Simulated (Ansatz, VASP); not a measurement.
YHfF3 in VASP and in Ansatz

```
Y Hf F
1.0
     4.03821    0.00000    0.00000
     0.00000    4.03821    0.00000
     0.00000    0.00000    4.03821
Y Hf F
1 1 3
Direct
  0.50000 0.50000 0.50000
  0.00000 0.00000 0.00000
  0.50000 0.00000 0.00000
  0.00000 0.50000 0.00000
  0.00000 0.00000 0.50000
```

Alike in both runs: task relaxation of cell and atoms; functional PBE; k mesh 4 × 4 × 4; occupations gaussian, width 0.1 eV; no spin polarisation.

|  | VASP | Ansatz |
| --- | --- | --- |
| version | VASP 6.6.1 | Ansatz 0.2.0 |
| potentials or method | VASP PAW PBE potentials, release 64 (Y_sv, Hf_pv, F) | scalar-relativistic, plane waves, PAW |
| plane-wave cutoff (eV) | 600 | 420 |
| valence electrons in the cell | 42 | 58 |

```csv
,VASP,Ansatz,Ansatz less VASP
"gap on the k mesh at the Fermi level, each at its own relaxed structure (eV)",none,none,-
relaxed volume (Å³/atom),17.09,17.44,+0.357
relaxed cell length with the largest relative difference (Å),4.404,4.435,+0.0305
energy change over the relaxation (meV/atom),-311,-353,-41.4
```

A gap of «none» marks a metal or a gap that the smearing closes. The two sets of potentials don't hold the same shells in valence.

Caveats: the k mesh is coarse (spacing up to 0.39 Å⁻¹), so the values aren't converged; the volume moved by over 15 % at a fixed basis, so the end points are rough (VASP); the bands computed are all filled at some k points, so no gap is given. The runs have no spin-orbit coupling, so splittings on Hf are missing.
